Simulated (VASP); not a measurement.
Here is the system:

```
CELL_PARAMETERS angstrom
      4.69327    -8.12898     0.00000
      4.69327     8.12898     0.00000
      0.00000     0.00000    10.01920
ATOMIC_POSITIONS crystal
  Al 0.22374 0.11193 0.25030
  Al 0.11103 0.22185 0.00007
  Al 0.22246 0.11140 0.74887
  Al 0.11296 0.22303 0.49895
  Al 0.22345 0.44468 0.24961
  Al 0.11145 0.55556 0.00034
  Al 0.22202 0.44473 0.75041
  Al 0.11181 0.55734 0.50047
  Al 0.22236 0.77752 0.24996
  Al 0.11119 0.88928 0.00071
  Al 0.22293 0.77870 0.75000
  Al 0.11113 0.88841 0.49963
  Al 0.55536 0.11238 0.25070
  Al 0.44479 0.22225 0.99552
  Al 0.55570 0.11115 0.74853
  Al 0.45351 0.24804 0.49987
  Al 0.55412 0.44236 0.24967
  Al 0.44523 0.55554 0.99608
  Al 0.55615 0.44463 0.74330
  Al 0.43832 0.53770 0.50107
  Al 0.55510 0.77502 0.25063
  Al 0.44532 0.88921 0.00092
  Al 0.55575 0.77897 0.74962
  Al 0.44450 0.88893 0.49929
  Al 0.88900 0.11078 0.25138
  Al 0.77783 0.22161 0.00017
  Al 0.88914 0.11148 0.74894
  Al 0.77662 0.22326 0.49918
  Al 0.88826 0.44470 0.24965
  Al 0.77753 0.55540 0.99640
  Al 0.89030 0.44480 0.75079
  Al 0.76988 0.54329 0.50185
  Al 0.88735 0.77508 0.25029
  Al 0.77814 0.88936 0.00061
  Al 0.89056 0.77935 0.75036
  Al 0.77593 0.88502 0.49990
  N  0.22159 0.10968 0.44016
  N  0.11086 0.22182 0.19115
  N  0.22104 0.11053 0.94050
  N  0.11100 0.22266 0.69106
  N  0.21631 0.44467 0.43956
  N  0.11133 0.55568 0.19067
  N  0.22126 0.44367 0.94129
  N  0.11199 0.55662 0.69197
  N  0.22267 0.77831 0.44121
  N  0.11069 0.88833 0.19178
  N  0.22281 0.77828 0.94168
  N  0.11172 0.88934 0.69101
  N  0.55446 0.11340 0.44096
  N  0.44335 0.21941 0.18598
  N  0.55653 0.11030 0.94036
  N  0.44330 0.21967 0.69454
  N  0.44411 0.55614 0.18636
  N  0.55597 0.44448 0.93762
  N  0.44313 0.55811 0.69526
  N  0.55323 0.76966 0.44228
  N  0.44518 0.88865 0.19239
  N  0.55670 0.77935 0.94110
  N  0.44464 0.88919 0.69058
  N  0.88724 0.10876 0.44248
  N  0.77811 0.22179 0.19136
  N  0.88910 0.11110 0.94099
  N  0.77852 0.22284 0.69112
  N  0.89351 0.44492 0.44020
  N  0.77863 0.55565 0.18671
  N  0.88963 0.44352 0.94160
  N  0.78324 0.55872 0.69596
  N  0.88537 0.77197 0.44205
  N  0.77799 0.88870 0.19214
  N  0.88966 0.77933 0.94158
  N  0.77821 0.88925 0.69134
```
Cell charge -1.

Level of theory: HSE06 screened hybrid, VASP's PBE PAW potentials (set 64) (plane waves; VASP). Run with PREC = Normal, LREAL = Auto, ISYM = 0, NELECT = 284.0, EDIFF = 1E-5, 400 eV cut-off, 1×1×1 Γ-centred mesh, Gaussian smearing of 0.050 eV, potentials Al N. Starting moments (MAGMOM): 71*0.0282. The cell's moment is fixed (NUPDOWN = 2).

The cell is charged, with a uniform compensating background. The supercell is sampled at Γ alone, which is coarse: total energies, pressure and levels can be off, energies of defects by several tenths of an eV.

What does the run give for the cell moment, energy per atom (σ→0)?

| Item | Result |
|---|---|
| cell moment | 2.00 μB |
| energy per atom (σ→0) | -8.459 eV/atom |

Give the moment on each site (PAW-sphere projection).

```json
[
 {"site": "Al1", "moment (μB)": "0.00"},
 {"site": "Al2", "moment (μB)": "0.00"},
 {"site": "Al3", "moment (μB)": "0.00"},
 {"site": "Al4", "moment (μB)": "0.00"},
 {"site": "Al5", "moment (μB)": "0.00"},
 {"site": "Al6", "moment (μB)": "0.00"},
 {"site": "Al7", "moment (μB)": "0.00"},
 {"site": "Al8", "moment (μB)": "0.00"},
 {"site": "Al9", "moment (μB)": "0.00"},
 {"site": "Al10", "moment (μB)": "0.00"},
 {"site": "Al11", "moment (μB)": "0.00"},
 {"site": "Al12", "moment (μB)": "0.00"},
 {"site": "Al13", "moment (μB)": "0.00"},
 {"site": "Al14", "moment (μB)": "0.00"},
 {"site": "Al15", "moment (μB)": "0.00"},
 {"site": "Al16", "moment (μB)": "0.04"},
 {"site": "Al17", "moment (μB)": "0.10"},
 {"site": "Al18", "moment (μB)": "0.01"},
 {"site": "Al19", "moment (μB)": "0.00"},
 {"site": "Al20", "moment (μB)": "0.07"},
 {"site": "Al21", "moment (μB)": "0.00"},
 {"site": "Al22", "moment (μB)": "0.00"},
 {"site": "Al23", "moment (μB)": "0.00"},
 {"site": "Al24", "moment (μB)": "0.00"},
 {"site": "Al25", "moment (μB)": "0.00"},
 {"site": "Al26", "moment (μB)": "0.00"},
 {"site": "Al27", "moment (μB)": "0.00"},
 {"site": "Al28", "moment (μB)": "0.00"},
 {"site": "Al29", "moment (μB)": "0.00"},
 {"site": "Al30", "moment (μB)": "0.01"},
 {"site": "Al31", "moment (μB)": "0.00"},
 {"site": "Al32", "moment (μB)": "0.09"},
 {"site": "Al33", "moment (μB)": "0.00"},
 {"site": "Al34", "moment (μB)": "0.00"},
 {"site": "Al35", "moment (μB)": "0.00"},
 {"site": "Al36", "moment (μB)": "0.00"},
 {"site": "N37", "moment (μB)": "0.03"},
 {"site": "N38", "moment (μB)": "0.00"},
 {"site": "N39", "moment (μB)": "0.00"},
 {"site": "N40", "moment (μB)": "0.00"},
 {"site": "N41", "moment (μB)": "0.06"},
 {"site": "N42", "moment (μB)": "0.00"},
 {"site": "N43", "moment (μB)": "0.00"},
 {"site": "N44", "moment (μB)": "0.00"},
 {"site": "N45", "moment (μB)": "0.00"},
 {"site": "N46", "moment (μB)": "0.00"},
 {"site": "N47", "moment (μB)": "0.00"},
 {"site": "N48", "moment (μB)": "0.00"},
 {"site": "N49", "moment (μB)": "0.01"},
 {"site": "N50", "moment (μB)": "0.03"},
 {"site": "N51", "moment (μB)": "0.00"},
 {"site": "N52", "moment (μB)": "0.04"},
 {"site": "N53", "moment (μB)": "0.03"},
 {"site": "N54", "moment (μB)": "0.00"},
 {"site": "N55", "moment (μB)": "0.04"},
 {"site": "N56", "moment (μB)": "0.00"},
 {"site": "N57", "moment (μB)": "0.00"},
 {"site": "N58", "moment (μB)": "0.00"},
 {"site": "N59", "moment (μB)": "0.00"},
 {"site": "N60", "moment (μB)": "0.00"},
 {"site": "N61", "moment (μB)": "0.00"},
 {"site": "N62", "moment (μB)": "0.00"},
 {"site": "N63", "moment (μB)": "0.00"},
 {"site": "N64", "moment (μB)": "0.05"},
 {"site": "N65", "moment (μB)": "0.03"},
 {"site": "N66", "moment (μB)": "0.00"},
 {"site": "N67", "moment (μB)": "0.04"},
 {"site": "N68", "moment (μB)": "0.01"},
 {"site": "N69", "moment (μB)": "0.00"},
 {"site": "N70", "moment (μB)": "0.00"},
 {"site": "N71", "moment (μB)": "0.00"}
]
```

Total energies compare only between runs with the same potentials, cut-off and functional.

The cell is a supercell with a defect, built from AlN (wurtzite): vac_N, charge -1. The cell's shape comes from a PBE relaxation.
